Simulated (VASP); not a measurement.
VASP runs on CsPbBr₃ (space group Pnma) share one base input (PBE GGA, plane waves, VASP's PBE PAW potentials (set 64)) and change the settings named in each case.

KPOINTS:
```
K-points
0
G
 2 1 2
```

POSCAR:
```
CsPbBr3
8.5806580
  1.0000000000   0.0000000000   0.0000000000
  0.0000000000   1.4051479502   0.0000000000
  0.0000000000   0.0000000000   0.9582710324
Cs Pb Br
4 4 12
Direct
  0.4398400000   0.2500000000   0.5194500000
  0.5601600000   0.7500000000   0.4805500000
  0.0601600000   0.7500000000   0.0194500000
  0.9398400000   0.2500000000   0.9805500000
  0.0000000000   0.5000000000   0.5000000000
  0.5000000000   0.5000000000   0.0000000000
  0.5000000000   0.0000000000   0.0000000000
  0.0000000000   0.0000000000   0.5000000000
  0.9937400000   0.7500000000   0.5596700000
  0.0062600000   0.2500000000   0.4403300000
  0.5062600000   0.2500000000   0.0596700000
  0.4937400000   0.7500000000   0.9403300000
  0.2010200000   0.0317000000   0.8027900000
  0.7989800000   0.9683000000   0.1972100000
  0.2989800000   0.9683000000   0.3027900000
  0.7010200000   0.0317000000   0.6972100000
  0.7010200000   0.4683000000   0.6972100000
  0.2989800000   0.5317000000   0.3027900000
  0.7989800000   0.5317000000   0.1972100000
  0.2010200000   0.4683000000   0.8027900000
```

**INCAR**
```
SYSTEM = CsPbBr3
PREC = Accurate
ENCUT = 300
EDIFF = 1E-6
NELM = 100
ALGO = Normal
LREAL = Auto
LASPH = .TRUE.
ISMEAR = 0
SIGMA = 0.01
GGA = PE
LMAXMIX = 4
LWAVE = .FALSE.
LCHARG = .FALSE.
ISIF = 2
```

POTCAR, in this order: Cs_sv Pb_d Br (PBE.64 set). Program: vasp_std.

```tsv
change	E(σ→0) (eV/atom)	pressure (GPa)	largest force (eV/Å)
base run	-3.1634	-0.09	0.170
KPOINTS 5×4×6 Γ-centred mesh	-3.1949	-0.39	0.027
IVDW = 10	-3.6389	-2.70	0.199
ISYM = 0	-3.1634	-0.09	0.170
```
 Energies of different potentials or functionals have different zeros.  Unless said otherwise, spin-orbit coupling is left out, though it shifts the bands of the heavy elements here. At 300 eV the pressure can carry a Pulay error.

Left out are runs that ran out of time, are held back, or changed the cell or the kind of run, fixed moments of cells without a moment, rows past the twelfth, gaps on odd meshes, pressures of charged cells and columns that move by less than the noise.

The structure comes from a computed database's CsPbBr3 entry; how it stands against other phases isn't given here. The cell was not relaxed at this level, forces remain on its atoms, its lattice was scaled by up to 2.5 %.
